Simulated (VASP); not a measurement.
These are PBEsol GGA, VASP's PBE PAW potentials (set 64) (plane waves; VASP 6.6.1) values and carry that method's errors.

Input for VASP

INCAR:
```
# general
SYSTEM  = PbSe
PREC    = Accurate
ENCUT   = 400   # plane-wave cut-off (eV)
LREAL   = .FALSE.   # projection in real space or not
LASPH   = .TRUE.   # aspherical one-centre terms

# electronic loop
EDIFF   = 1E-7   # SCF stop (eV)
NELM    = 100
ALGO    = Normal   # blocked Davidson
LMAXMIX = 4   # l cut-off of mixed one-centre charges

# smearing
ISMEAR  = -5   # tetrahedra, Bloechl

# functional
GGA     = PS

# ions
ISIF    = 2   # forces and stress, cell fixed

# output
LWAVE   = .FALSE.
LCHARG  = .TRUE.
LORBIT  = 11
NEDOS   = 601   # DOS grid
```

File POSCAR:
```
PbSe
1
    0.0000000000     3.0499186252     3.0499186252
    3.0499186252     0.0000000000     3.0499186252
    3.0499186252     3.0499186252     0.0000000000
Pb Se
1 1
Direct
  0.0000000000   0.0000000000   0.0000000000
  0.5000000000   0.5000000000   0.5000000000
```

**KPOINTS**
```
Automatic mesh
0
Gamma
8 8 8
0 0 0
```

POTCAR, in this order: Pb_d Se (PBE.64 set). Program: vasp_std.

What VASP printed:

### OUTCAR
```
 ion  position               nearest neighbor table
   1  0.000  0.000  0.000-   2 3.05   2 3.05   2 3.05   2 3.05   2 3.05   2 3.05
   2  0.500  0.500  0.500-   1 3.05   1 3.05   1 3.05   1 3.05   1 3.05   1 3.05
  LATTYP: Found a face centered cubic cell.
 ALAT       =     6.0998372504
 Subroutine PRICEL returns:
 Original cell was already a primitive cell.
 Subroutine GETGRP returns: Found 48 space group operations
The static configuration has the point symmetry O_h .
The dynamic configuration has the point symmetry O_h .
 Subroutine INISYM returns: Found 48 space group operations
 Subroutine IBZKPT returns following result:
 Found     29 irreducible k-points:

 Following reciprocal coordinates:
            Coordinates               Weight
  0.000000  0.000000  0.000000      1.000000
  0.125000  0.000000  0.000000      8.000000
  0.250000  0.000000  0.000000      8.000000
  0.375000  0.000000  0.000000      8.000000
  0.500000  0.000000  0.000000      4.000000
  0.125000  0.125000  0.000000      6.000000
  0.250000  0.125000  0.000000     24.000000
  0.375000  0.125000  0.000000     24.000000
  0.500000  0.125000  0.000000     24.000000
 -0.375000  0.125000  0.000000     24.000000
 -0.250000  0.125000  0.000000     24.000000
 -0.125000  0.125000  0.000000     12.000000
  0.250000  0.250000  0.000000      6.000000
  0.375000  0.250000  0.000000     24.000000
  0.500000  0.250000  0.000000     24.000000
 -0.375000  0.250000  0.000000     24.000000
 -0.250000  0.250000  0.000000     12.000000
  0.375000  0.375000  0.000000      6.000000
  0.500000  0.375000  0.000000     24.000000
 -0.375000  0.375000  0.000000     12.000000
  0.500000  0.500000  0.000000      3.000000
  0.375000  0.250000  0.125000     24.000000
  0.500000  0.250000  0.125000     48.000000
 -0.375000  0.250000  0.125000     24.000000
  0.500000  0.375000  0.125000     24.000000
 -0.375000  0.375000  0.125000     48.000000
 -0.250000  0.375000  0.125000     24.000000
 -0.375000  0.500000  0.125000     12.000000
 -0.250000  0.500000  0.250000      6.000000
   k-points           NKPTS =     29   k-points in BZ     NKDIM =     29   number of bands    NBANDS=     14
   number of dos      NEDOS =    601   number of ions     NIONS =      2
   total plane-waves  NPLWV =  21952
   dimension x,y,z NGX =    28 NGY =   28 NGZ =   28
   dimension x,y,z NGXF=    56 NGYF=   56 NGZF=   56
   ions per type =               1   1
   PREC   = accura    normal or accurate (medium, high low for compatibility)
   ISTART =      0    job   : 0-new  1-cont  2-samecut
   ICHARG =      2    charge: 1-file 2-atom 10-const
   ISPIN  =      1    spin polarized calculation?
   LNONCOLLINEAR =      F non collinear calculations
   LSORBIT =      F    spin-orbit coupling
   INIWAV =      1    electr: 0-lowe 1-rand  2-diag
   ENCUT  =  400.0 eV  29.40 Ry    5.42 a.u.   7.03  7.03  7.03*2*pi/ulx,y,z
   NELM   =    100;   NELMIN=  2; NELMDL= -5     # of ELM steps
   EDIFF  = 0.1E-06   stopping-criterion for ELM
   LREAL  =      F    real-space projection
   NLSPLINE    = F    spline interpolate recip. space projectors
   LMAXMIX     =    4 max onsite mixed and CHGCAR
   VOSKOWN=      0    Vosko Wilk Nusair interpolation
   EDIFFG = 0.1E-05   stopping-criterion for IOM
   NSW    =      0    number of steps for IOM
   NBLOCK =      1;   KBLOCK =      1    inner block; outer block
   IBRION =     -1    ionic relax: 0-MD 1-quasi-New 2-CG
   NFREE  =      0    steps in history (QN), initial steepest desc. (CG)
   ISIF   =      2    stress and relaxation
   ISYM   =      2    0-nonsym 1-usesym 2-fastsym
   TEIN   =    0.0    initial temperature
   TEBEG  =    0.0;   TEEND  =   0.0 temperature during run
   SMASS  =  -3.00    Nose mass-parameter (am)
...
```

File OSZICAR:
```
       N       E                     dE             d eps       ncg     rms          rms(c)
DAV:   1     0.140021713526E+03    0.14002E+03   -0.84196E+03   820   0.120E+03
DAV:   2     0.103882867049E+01   -0.13898E+03   -0.13641E+03   854   0.317E+02
DAV:   3    -0.896401831790E+01   -0.10003E+02   -0.99560E+01  1082   0.933E+01
DAV:   4    -0.916913321831E+01   -0.20511E+00   -0.20504E+00   884   0.162E+01
DAV:   5    -0.917655892752E+01   -0.74257E-02   -0.74256E-02  1062   0.292E+00    0.269E+00
DAV:   6    -0.892399168621E+01    0.25257E+00   -0.66401E-01  1188   0.698E+00    0.153E+00
DAV:   7    -0.891672887560E+01    0.72628E-02   -0.10636E-01   906   0.192E+00    0.804E-01
DAV:   8    -0.891739669327E+01   -0.66782E-03   -0.10517E-02   956   0.134E+00    0.120E-01
DAV:   9    -0.891706949728E+01    0.32720E-03   -0.21256E-03  1200   0.517E-01    0.451E-02
DAV:  10    -0.891709790457E+01   -0.28407E-04   -0.13597E-04   866   0.837E-02    0.160E-02
DAV:  11    -0.891709626275E+01    0.16418E-05   -0.33288E-05  1156   0.689E-02    0.421E-03
DAV:  12    -0.891709633547E+01   -0.72715E-07   -0.22698E-06  1010   0.172E-02    0.152E-03
DAV:  13    -0.891709631173E+01    0.23738E-07   -0.74205E-08   574   0.432E-03
   1 F= -.89170963E+01 E0= -.89170963E+01  d E =0.000000E+00
```

**OUTCAR**
```
------------------------ aborting loop because EDIFF is reached ----------------------------------------
  FORCE on cell =-STRESS in cart. coord.  units (eV):
  Direction    XX          YY          ZZ          XY          YZ          ZX
  --------------------------------------------------------------------------------------
  Total        0.0202993      0.0202993      0.0202993     -0.0000000      0.0000000     -0.0000000
  in kB        0.5731879      0.5731879      0.5731879     -0.0000000      0.0000000     -0.0000000
  external PRESSURE =       0.5731879 kB  Pullay stress =       0.0000000 kB
  volume of cell :       56.74
      direct lattice vectors                 reciprocal lattice vectors
     0.000000000  3.049918625  3.049918625    -0.163938800  0.163938800  0.163938800
     3.049918625  0.000000000  3.049918625     0.163938800 -0.163938800  0.163938800
     3.049918625  3.049918625  0.000000000     0.163938800  0.163938800 -0.163938800
  FREE ENERGIE OF THE ION-ELECTRON SYSTEM (eV)
  ---------------------------------------------------
  free  energy   TOTEN  =        -8.9170963117 eV

  energy  without entropy=       -8.9170963117  energy(sigma->0) =       -8.91709631

 total charge

# of ion       s       p       d       tot
------------------------------------------
    1        1.463   0.548   9.839  11.850
    2        1.470   2.317   0.018   3.805
--------------------------------------------------
tot          2.933   2.865   9.857  15.655
```
(Selected blocks of OUTCAR.)

**OUTCAR**
```
 val. band max:        5.0504752672   @ k =   0.5000   0.0000   0.0000

 cond. band min:       5.2172554075   @ k =   0.5000   0.0000   0.0000


 Fermi energy:         5.0554438490

 k-point     1 :       0.0000    0.0000    0.0000
  band No.  band energies     occupation
      1     -11.7218      2.00000
      2     -11.7218      2.00000
      3     -11.7218      2.00000
      4     -11.7207      2.00000
      5     -11.7207      2.00000
      6      -8.6551      2.00000
      7      -1.2729      2.00000
      8       3.1234      2.00000
      9       3.1234      2.00000
     10       3.1234      2.00000
     11       9.7420      0.00000
     12       9.7420      0.00000
     13       9.7420      0.00000
     14      11.4673      0.00000

 k-point     2 :       0.1250    0.0000    0.0000
  band No.  band energies     occupation
      1     -11.7248      2.00000
      2     -11.7248      2.00000
      3     -11.7213      2.00000
      4     -11.7165      2.00000
      5     -11.7165      2.00000
      6      -8.5336      2.00000
      7      -1.6812      2.00000
      8       3.1651      2.00000
      9       3.1651      2.00000
     10       3.4074      2.00000
     11       8.6433      0.00000
     12       9.0494      0.00000
     13       9.0494      0.00000
     14      11.2565      0.00000

 k-point     3 :       0.2500    0.0000    0.0000
  band No.  band energies     occupation
      1     -11.7341      2.00000
      2     -11.7341      2.00000
      3     -11.7202      2.00000
      4     -11.7041      2.00000
      5     -11.7041      2.00000
      6      -8.1991      2.00000
      7      -2.5791      2.00000
      8       3.2876      2.00000
      9       3.2876      2.00000
     10       3.9692      2.00000
     11       7.1353      0.00000
     12       7.9071      0.00000
     13       7.9071      0.00000
     14      11.4397      0.00000

 k-point     4 :       0.3750    0.0000    0.0000
  band No.  band energies     occupation
...
```

Unless said otherwise, spin-orbit coupling is left out, though it shifts the bands of the heavy elements here.

The structure comes from a measured PbSe entry (Fm-3m) of the Crystallography Open Database, whose conditions weren't checked. It was relaxed first.
